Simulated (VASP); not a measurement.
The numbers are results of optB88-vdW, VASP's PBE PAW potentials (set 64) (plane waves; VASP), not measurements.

Input for VASP

File POSCAR:
```
CdS
5.8565140
  0.0000000000   0.4999999609   0.4999999609
  0.4999999609   0.0000000000   0.4999999609
  0.4999999609   0.4999999609   0.0000000000
Cd S
1 1
Cartesian
  0.0000000000   0.0000000000   0.0000000000
  0.2499999805   0.2499999805   0.2499999805
```

**KPOINTS**
```
Automatic mesh
0
Gamma
8 8 8
0 0 0
```

### INCAR
```
# general
SYSTEM  =CdS
PREC    =Accurate
ENCUT   =520
LREAL   =.FALSE.
LASPH   =.TRUE.

# electronic loop
EDIFF   =1E-7
NELM    =100
ALGO    =Normal
LMAXMIX =4

# smearing
ISMEAR  =0
SIGMA   =0.05

# functional
GGA     =BO
LUSE_VDW=.TRUE.
AGGAC   =0.0
PARAM1  =0.1833333333
PARAM2  =0.22

# ions
ISIF    =2

# output
LWAVE   =.FALSE.
LCHARG  =.FALSE.
```

POTCAR, in this order: Cd S (PBE.64 set). Program: vasp_std.

The run wrote:

OUTCAR:
```
 ion  position               nearest neighbor table
   1  0.000  0.000  0.000-   2 2.54   2 2.54   2 2.54   2 2.54
   2  0.250  0.250  0.250-   1 2.54   1 2.54   1 2.54   1 2.54
  LATTYP: Found a face centered cubic cell.
 ALAT       =     5.8565135424
 Subroutine PRICEL returns:
 Original cell was already a primitive cell.
 Subroutine GETGRP returns: Found 24 space group operations
The static configuration has the point symmetry T_d .
The dynamic configuration has the point symmetry T_d .
 Subroutine INISYM returns: Found 24 space group operations
 Subroutine IBZKPT returns following result:
 Found     29 irreducible k-points:

 Following reciprocal coordinates:
            Coordinates               Weight
  0.000000  0.000000  0.000000      1.000000
  0.125000  0.000000  0.000000      8.000000
  0.250000  0.000000  0.000000      8.000000
  0.375000  0.000000  0.000000      8.000000
  0.500000  0.000000  0.000000      4.000000
  0.125000  0.125000  0.000000      6.000000
  0.250000  0.125000  0.000000     24.000000
  0.375000  0.125000  0.000000     24.000000
  0.500000  0.125000  0.000000     24.000000
 -0.375000  0.125000  0.000000     24.000000
 -0.250000  0.125000  0.000000     24.000000
 -0.125000  0.125000  0.000000     12.000000
  0.250000  0.250000  0.000000      6.000000
  0.375000  0.250000  0.000000     24.000000
  0.500000  0.250000  0.000000     24.000000
 -0.375000  0.250000  0.000000     24.000000
 -0.250000  0.250000  0.000000     12.000000
  0.375000  0.375000  0.000000      6.000000
  0.500000  0.375000  0.000000     24.000000
 -0.375000  0.375000  0.000000     12.000000
  0.500000  0.500000  0.000000      3.000000
  0.375000  0.250000  0.125000     24.000000
  0.500000  0.250000  0.125000     48.000000
 -0.375000  0.250000  0.125000     24.000000
...
```

OSZICAR:
```
       N       E                     dE             d eps       ncg     rms          rms(c)
DAV:   1     0.118352107262E+03    0.11835E+03   -0.93422E+03   754   0.127E+03
DAV:   2     0.303152392221E+01   -0.11532E+03   -0.11017E+03   884   0.302E+02
DAV:   3    -0.186144208917E+01   -0.48930E+01   -0.48830E+01   859   0.650E+01
DAV:   4    -0.189754570591E+01   -0.36104E-01   -0.36098E-01   879   0.559E+00
DAV:   5    -0.189808819427E+01   -0.54249E-03   -0.54249E-03   884   0.660E-01    0.792E+00
DAV:   6    -0.133803356200E+01    0.56005E+00   -0.11433E+00  1036   0.141E+01    0.623E+00
DAV:   7    -0.132275852311E+01    0.15275E-01   -0.20787E-01   779   0.368E+00    0.328E+00
DAV:   8    -0.132245527492E+01    0.30325E-03   -0.18240E-02   794   0.205E+00    0.302E-01
DAV:   9    -0.132214447550E+01    0.31080E-03   -0.23056E-03   869   0.794E-01    0.899E-02
DAV:  10    -0.132222793866E+01   -0.83463E-04   -0.23728E-04   789   0.158E-01    0.632E-02
DAV:  11    -0.132226088017E+01   -0.32942E-04   -0.64420E-05   799   0.104E-01    0.151E-02
DAV:  12    -0.132225432815E+01    0.65520E-05   -0.25400E-05   850   0.709E-02    0.712E-03
DAV:  13    -0.132225447165E+01   -0.14350E-06   -0.19528E-06   779   0.115E-02    0.314E-03
DAV:  14    -0.132225446389E+01    0.77580E-08   -0.29092E-08   572   0.191E-03
   1 F= -.13222545E+01 E0= -.13222545E+01  d E =-.824902E-15
```

File OUTCAR:
```
------------------------ aborting loop because EDIFF is reached ----------------------------------------
  FORCE on cell =-STRESS in cart. coord.  units (eV):
  Direction    XX          YY          ZZ          XY          YZ          ZX
  --------------------------------------------------------------------------------------
  Total        0.5799712      0.5799712      0.5799712      0.0000000      0.0000000      0.0000000
  in kB       18.5037420     18.5037420     18.5037420      0.0000000      0.0000000      0.0000000
  external PRESSURE =      18.5037420 kB  Pullay stress =       0.0000000 kB
  volume of cell :       50.22
      direct lattice vectors                 reciprocal lattice vectors
     0.000000000  2.928256771  2.928256771    -0.170750053  0.170750053  0.170750053
     2.928256771  0.000000000  2.928256771     0.170750053 -0.170750053  0.170750053
     2.928256771  2.928256771  0.000000000     0.170750053  0.170750053 -0.170750053
  FREE ENERGIE OF THE ION-ELECTRON SYSTEM (eV)
  ---------------------------------------------------
  free  energy   TOTEN  =        -1.3222544639 eV

  energy  without entropy=       -1.3222544639  energy(sigma->0) =       -1.32225446
```
(Selected blocks of OUTCAR.)

The compound is CdS in the zinc blende structure, a metastable form; wurtzite is the usual one. This cell is one point of a volume scan, at 0.97 of the reference volume.
